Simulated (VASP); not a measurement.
An input for Ansatz (written as the equivalent of a VASP run, and not itself run):

Ansatz 0.2 input:
```yaml
crystal:
  lattice:
    - [1.9933025, -3.4525018, 0.0000000]
    - [1.9933025, 3.4525018, 0.0000000]
    - [0.0000000, 0.0000000, 6.7625172]
  atoms:
    - { symbol: Cd, position: [0.0000000, 0.0000000, 0.0000000] }
    - { symbol: I, position: [0.3333330, 0.6666670, 0.2670783] }
    - { symbol: I, position: [0.6666670, 0.3333330, 0.7329217] }
kpoints:
  mp_grid: { grid: [7, 7, 4] }
hamiltonian:
  xc: pbe
  pseudopotentials: { kind: paw }
scf:
  occupations: { method: gaussian, width: 0.05 }
  max_iter: 100
relax:
  max_steps: 40
  f_tol: 0.02
  cell: { p_target: 5 }
output: { forces: true, stress: true, eigenvalues: true }
```

**Question.** Write the VASP files for the same calculation (PBE).

**Answer.** Several could match; the one computed here: 
**INCAR**
```
! general
SYSTEM =CdI2
PREC   =Accurate
ENCUT  =500   ! plane-wave cut-off (eV)
LREAL  =.FALSE.   ! projection in real space or not
LASPH  =.TRUE.   ! aspherical one-centre terms

! electronic loop
EDIFF  =1E-6   ! SCF stop (eV)
NELM   =100
ALGO   =Normal
LMAXMIX=4

! smearing
ISMEAR =0
SIGMA  =0.05   ! width (eV)

! functional
GGA    =PE   ! PBE

! ions
IBRION =2
NSW    =40
ISIF   =3   ! ions, shape and volume
EDIFFG =-0.02   ! ionic stop
PSTRESS=50   ! kbar

! output
LWAVE  =.FALSE.
LCHARG =.FALSE.
```

### KPOINTS
```
Regular mesh
0
Gamma
7 7 4
```

File POSCAR:
```
CdI2
1.0
  1.9933025443  -3.4525018105   0.0000000000
  1.9933025443   3.4525018105   0.0000000000
  0.0000000000   0.0000000000   6.7625172019
Cd I
1 2
Cart
  0.0000000000   0.0000000000   0.0000000000
  1.9933025443   1.1508362385   1.8061216338
  1.9933025443  -1.1508362385   4.9563955681
```

POTCAR, in this order: Cd I (PBE.64 set). Program: vasp_std.

What does not carry over: each code has its own PAW files, so the cut-off isn't converted (ENCUT is set for VASP's; basis.ecutwfc is left out, and Ansatz then takes the one that its files recommend); Ansatz stops its SCF on the density residual and VASP on the energy change (EDIFF).

The compound is CdI2 in the 1T layered structure. This run relaxes it under an external pressure of 5 GPa. Symmetry was kept, so distortions that lower it aren't found.
